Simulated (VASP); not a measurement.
```xyz
6
Lattice="3.5865 0.0000 0.0000 0.0000 3.5865 0.0000 0.0000 0.0000 10.1593" Properties=species:S:1:pos:R:3 pbc="T T T"
Zn     0.0000     3.5865     0.0000
Zn     1.7932     1.7932     5.0797
Cl     1.7932     3.5865     1.3466
Cl     1.7932     3.5865     6.4263
Cl     0.0000     1.7932     3.7331
Cl     0.0000     1.7932     8.8127
```

Level of theory: LDA (Ceperley-Alder, Perdew-Zunger) with spin-orbit coupling, VASP's LDA PAW potentials (set 64) (plane waves; VASP). Settings: 400 eV cut-off, 6×6×2 Γ-centred mesh, Gaussian smearing of 0.050 eV, potentials Zn Cl.

Question: Predict the energy per atom (σ→0), band gap (over mesh and band path) with the smallest direct gap where there is one.

Answer: 
The band gap (over mesh and band path) is 3.62 eV and the smallest direct gap (over mesh and band path) is 3.62 eV. The energy per atom (σ→0) is -3.250 eV/atom.

Total energies compare only between runs with the same potentials, cut-off and functional.

The structure comes from a computed database's ZnCl2 entry (P4_2/nmc); how it stands against other phases isn't given here. It was relaxed first, which changed the volume by -12 %.
